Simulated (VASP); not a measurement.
Given:

```xyz
6
Lattice="3.0099 0.0000 0.0000 -1.5049 2.6066 0.0000 0.0000 0.0000 7.3450" Properties=species:S:1:pos:R:3 pbc="T T T"
Mg     0.0000     0.0000     0.0000
Zn     0.0000     1.7377     4.9102
Zn     1.5049     0.8689     2.4348
O      0.0000     1.7377     1.1831
O      1.5049     0.8689     6.1619
O      0.0000     0.0000     3.6725
```

Method: PBEsol GGA with spin-orbit coupling, VASP's PBE PAW potentials (set 64) (plane waves; VASP 6.6.1). Settings: 520 eV cut-off, 8×8×3 Γ-centred mesh, Gaussian smearing of 0.050 eV, potentials Mg Zn O.

Task: Give the energies of bands 33 to 46 at the high-symmetry points, in eV from the valence-band maximum.

Result: 
| band | Γ | M | K | A | L | H |
|---|---|---|---|---|---|---|
| 33 | -1.03 | -2.49 | -3.20 | -1.31 | -2.93 | -2.88 |
| 34 | -1.03 | -2.49 | -3.20 | -1.31 | -2.93 | -2.88 |
| 35 | -1.01 | -2.45 | -2.94 | -1.28 | -2.26 | -2.87 |
| 36 | -1.01 | -2.45 | -2.94 | -1.28 | -2.26 | -2.87 |
| 37 | -0.94 | -1.66 | -2.62 | -0.59 | -2.14 | -2.08 |
| 38 | -0.94 | -1.66 | -2.62 | -0.59 | -2.14 | -2.08 |
| 39 | -0.94 | -1.20 | -1.07 | -0.59 | -1.56 | -1.40 |
| 40 | -0.94 | -1.20 | -1.07 | -0.59 | -1.56 | -1.40 |
| 41 | -0.01 | -0.74 | -1.07 | -0.12 | -0.16 | -1.39 |
| 42 | -0.01 | -0.74 | -1.07 | -0.12 | -0.16 | -1.39 |
| 43 | 0.00 | -0.33 | -0.54 | -0.10 | -0.12 | -0.87 |
| 44 | 0.00 | -0.33 | -0.54 | -0.10 | -0.12 | -0.87 |
| 45 | 1.83 | 5.23 | 7.32 | 3.20 | 5.65 | 7.48 |
| 46 | 1.83 | 5.23 | 7.32 | 3.20 | 5.65 | 7.48 |

The gap is direct, 1.83 eV, from the valence maximum at Γ to the conduction minimum at Γ.

The structure comes from a computed database's MgZn2O3 entry (P-3m1); how it stands against other phases isn't given here. It was relaxed first.
